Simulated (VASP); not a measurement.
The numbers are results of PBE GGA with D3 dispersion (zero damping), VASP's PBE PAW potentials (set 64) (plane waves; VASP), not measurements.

The input files of a VASP run:

POSCAR:
```
SiC
1.0
  0.0000000000   2.1800000000   2.1800000000
  2.1800000000   0.0000000000   2.1800000000
  2.1800000000   2.1800000000   0.0000000000
Si C
1 1
Cart
  0.0000000000   0.0000000000   0.0000000000
  1.0900000000   1.0900000000   1.0900000000
```

**KPOINTS**
```
Automatic mesh
0
G
  9 9 9
0 0 0
```

INCAR:
```
SYSTEM = SiC
PREC = Accurate; ENCUT = 520; LREAL = .FALSE.
LASPH = .TRUE.
EDIFF = 1E-6; NELM = 100; ALGO = Normal
ISMEAR = 0; SIGMA = 0.05
GGA = PE; IVDW = 11
IBRION = 2; NSW = 60; ISIF = 3
EDIFFG = -0.01
LWAVE = .FALSE.; LCHARG = .FALSE.
```

POTCAR, in this order: Si C (PBE.64 set). Program: vasp_std.

The run wrote:

**OSZICAR**
```
       N       E                     dE             d eps       ncg     rms          rms(c)
DAV:   1     0.394228371343E+01    0.39423E+01   -0.40155E+03   584   0.825E+02
DAV:   2    -0.165636053645E+02   -0.20506E+02   -0.18528E+02   800   0.106E+02
DAV:   3    -0.169082562605E+02   -0.34465E+00   -0.34465E+00   672   0.169E+01
DAV:   4    -0.169093762696E+02   -0.11200E-02   -0.11200E-02   824   0.101E+00
DAV:   5    -0.169093784853E+02   -0.22157E-05   -0.22157E-05   712   0.262E-02    0.880E+00
DAV:   6    -0.151188632554E+02    0.17905E+01   -0.76064E+00   616   0.157E+01    0.387E+00
DAV:   7    -0.150653107902E+02    0.53552E-01   -0.34007E-01   856   0.414E+00    0.178E+00
DAV:   8    -0.150575943174E+02    0.77165E-02   -0.18740E-02   568   0.126E+00    0.162E-01
DAV:   9    -0.150578874425E+02   -0.29313E-03   -0.77819E-04   888   0.242E-01    0.103E-01
DAV:  10    -0.150579974083E+02   -0.10997E-03   -0.20653E-04   728   0.114E-01    0.219E-02
DAV:  11    -0.150579983120E+02   -0.90366E-06   -0.41268E-05   704   0.395E-02    0.548E-03
DAV:  12    -0.150579984639E+02   -0.15197E-06   -0.16270E-06   496   0.989E-03
   1 F= -.15348626E+02 E0= -.15348626E+02  d E =-.153486E+02
       N       E                     dE             d eps       ncg     rms          rms(c)
DAV:   1    -0.150606522604E+02   -0.26539E-02   -0.20939E-02   592   0.126E+00    0.159E-01
DAV:   2    -0.150602884135E+02    0.36385E-03   -0.93813E-04   688   0.201E-01    0.788E-02
DAV:   3    -0.150602104014E+02    0.78012E-04   -0.11894E-04   696   0.770E-02    0.210E-02
DAV:   4    -0.150601956207E+02    0.14781E-04   -0.18172E-05   640   0.262E-02    0.964E-03
DAV:   5    -0.150601947991E+02    0.82167E-06   -0.45069E-07   352   0.573E-03
   2 F= -.15348583E+02 E0= -.15348583E+02  d E =0.427498E-04
       N       E                     dE             d eps       ncg     rms          rms(c)
DAV:   1    -0.150594377352E+02    0.75789E-03   -0.57658E-03   592   0.663E-01    0.839E-02
DAV:   2    -0.150593400069E+02    0.97728E-04   -0.25655E-04   680   0.105E-01    0.415E-02
DAV:   3    -0.150593206541E+02    0.19353E-04   -0.33071E-05   688   0.406E-02    0.110E-02
DAV:   4    -0.150593179487E+02    0.27054E-05   -0.49508E-06   592   0.137E-02    0.505E-03
DAV:   5    -0.150593181855E+02   -0.23678E-06   -0.12597E-07   304   0.304E-03
   3 F= -.15348876E+02 E0= -.15348876E+02  d E =-.250142E-03
```

File OUTCAR:
```
------------------------ aborting loop because EDIFF is reached ----------------------------------------
 Edisp (eV)   -0.28956
  FORCE on cell =-STRESS in cart. coord.  units (eV):
  Direction    XX          YY          ZZ          XY          YZ          ZX
  --------------------------------------------------------------------------------------
  Total       0.00172     0.00172     0.00172    -0.00000     0.00000     0.00000
  in kB       0.13218     0.13218     0.13218    -0.00000     0.00000     0.00000
  external pressure =        0.13 kB  Pullay stress =        0.00 kB
  volume of cell :       20.81
      direct lattice vectors                 reciprocal lattice vectors
    -0.000000000  2.183045999  2.183045999    -0.229037776  0.229037776  0.229037776
     2.183045999  0.000000000  2.183045999     0.229037776 -0.229037776  0.229037776
     2.183045999  2.183045999 -0.000000000     0.229037776  0.229037776 -0.229037776
  FREE ENERGIE OF THE ION-ELECTRON SYSTEM (eV)
  ---------------------------------------------------
  free  energy   TOTEN  =       -15.3488761871 eV

  energy  without entropy=      -15.3488761871  energy(sigma->0) =      -15.34887619

 reached required accuracy - stopping structural energy minimisation
```
(Selected blocks of OUTCAR.)

CONTCAR:
```
SiC
   1.00000000000000
    -0.0000000000000000    2.1830459988042268    2.1830459988042268
     2.1830459988042268    0.0000000000000000    2.1830459988042268
     2.1830459988042268    2.1830459988042268   -0.0000000000000000
  Si              C
     1     1
Direct
     0.0000000000000000    0.0000000000000000    0.0000000000000000
     0.2500000000000000    0.2500000000000000    0.2500000000000000
```

The compound is SiC in the zinc blende structure. This run relaxes it. Symmetry was kept, so distortions that lower it aren't found.
